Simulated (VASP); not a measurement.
# Bulk modulus against bond length in diamond and zinc-blende semiconductors

LDA in VASP (plane waves, PAW). Static lattice, from a third-order Birch-Murnaghan fit over five volumes at each level. The bond length is the nearest-neighbour distance.

Here d stands for bond length and y for ln of B0 in GPa.

| solid | bond length (Å) | ln of B0 in GPa | cut-off (eV) |
|---|---|---|---|
| AlN | 1.882 | ? | 520 |
| BP | 1.944 | 5.165 | 520 |
| BeS | 2.077 | 4.625 | 520 |
| BeSe | 2.203 | 4.430 | 520 |
| Si | 2.340 | 4.572 | 520 |
| Ge | 2.436 | 4.274 | 520 |
| InAs | 2.612 | 4.096 | 520 |
| HgTe | 2.792 | 3.854 | 520 |
| InSb | 2.795 | 3.841 | 520 |

Taking a straight line in ln d for y over the 8 complete rows: With u = ln d - 0.87, the rows have u = -0.20525, -0.13908, -0.08018, -0.01985, 0.02036, 0.09012, 0.15676, 0.15783. Means: u -0.0024112, y 4.3571. About the means, the sum of products is -0.39874 and the sum of squares of u is 0.12627; the slope is their ratio. Least squares gives y = 4.3495 - 3.1579·u. Residuals (row less fit): 0.1673, -0.1637, -0.1727, 0.1598, -0.0112, 0.0311, -0.0005, -0.0101; standard error 0.1362 (degrees of freedom: 6). The slope is -3.16 with a standard error of 0.38. So B0 goes as d to the power -3.2 over these rows; such a law is empirical and holds within one kind of bonding.

Problem. Predict the withheld y at d = 1.882 from the fit, and compare with the calculation.

Solution. u = -0.23766, so y = 4.3495 - 3.1579 × (-0.23766) = 5.1000. The calculation gives 5.352, 0.2520 above the prediction (16.7 % of the range of y in the table). The row lies outside the fitted rows, so this is an extrapolation. From the scatter of the fitted rows alone, a prediction at this place has a standard error of 0.1703, so the miss is 1.5 times that.

The run's B0 for AlN is 211 GPa. AlN is here a metastable form; wurtzite is the usual one. The rows are a random draw from the solids of this series computed here; series whose standard error about the line passes 12 to 30 % of the range of y, or with no trend, aren't shown in this form.
